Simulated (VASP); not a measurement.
All values below come from PBE GGA + U (Dudarev), VASP's PBE PAW potentials (set 64) (plane waves; VASP).

Input for VASP

**KPOINTS**
```
kpoints
0
gamma
8 8 8
```

**INCAR**
```
! general
SYSTEM   =FeO
PREC     =Accurate
ENCUT    =520
LREAL    =F   ! projection in real space or not
LASPH    =T

! electronic loop
EDIFF    =1E-6   ! SCF stop (eV)
NELM     =100   ! most electronic steps
ALGO     =Normal   ! blocked Davidson
LMAXMIX  =4   ! l cut-off of mixed one-centre charges

! smearing
ISMEAR   =0
SIGMA    =0.05   ! width (eV)

! functional
GGA      =PE   ! PBE

! spin
ISPIN    =2
MAGMOM   =4.0 -4.0 2*0.0

! DFT+U
LDAU     =T
LDAUTYPE =2
LDAUL    =2 -1
LDAUU    =2.0 0
LDAUJ    =0 0
LDAUPRINT=1

! ions
ISIF     =2   ! forces and stress, cell fixed

! output
LWAVE    =F
LCHARG   =F
LORBIT   =10
```

### POSCAR
```
FeO
4.41660
  1.0000000000   0.5000000000   0.5000000000
  0.5000000000   1.0000000000   0.5000000000
  0.5000000000   0.5000000000   1.0000000000
Fe O
2 2
Cartesian
  0.0000000000   0.0000000000   0.0000000000
  1.0000000000   1.0000000000   1.0000000000
  0.5000000000   0.5000000000   0.5000000000
  1.5000000000   1.5000000000   1.5000000000
```

POTCAR, in this order: Fe O (PBE.64 set). Program: vasp_std.

Q: What does the run give for the energy per atom (σ→0), cell moment, pressure, band gap (on the k-mesh)?

A: 
| Quantity | Value |
|---|---|
| energy per atom (σ→0) | -6.916 eV/atom |
| cell moment | 0.00 μB |
| band gap (on the k-mesh) | none (metal, semimetal or under 0.01 eV) |
| pressure | -9.90 GPa |

**OSZICAR**
```
...
DAV:  10    -0.276569627853E+02   -0.49019E-01   -0.14408E-01  7750   0.618E+00    0.472E-01
DAV:  11    -0.276637197391E+02   -0.67570E-02   -0.16267E-02  7046   0.200E+00    0.271E-01
DAV:  12    -0.276660598740E+02   -0.23401E-02   -0.38339E-03  7244   0.800E-01    0.137E-01
DAV:  13    -0.276666654382E+02   -0.60556E-03   -0.15640E-03  6798   0.288E-01    0.493E-02
DAV:  14    -0.276666681921E+02   -0.27539E-05   -0.10983E-04  7058   0.176E-01    0.138E-02
DAV:  15    -0.276666697878E+02   -0.15958E-05   -0.74614E-06  5310   0.292E-02    0.803E-03
DAV:  16    -0.276666700327E+02   -0.24490E-06   -0.17714E-06  3046   0.257E-02
   1 F= -.27666670E+02 E0= -.27663905E+02  d E =-.553095E-02  mag=    -0.0000
```

The compound is FeO in the rock salt, AFM-II order structure. The cell was not relaxed at this level. The run is one of a series of settings (LDAU = .TRUE., LDAUJ = 0 0, LDAUL = 2 -1, LDAUTYPE = 2, LDAUU = 2.0 0 against the base run), some of them coarse on purpose. A gapless solution with U can be a metastable orbital state.
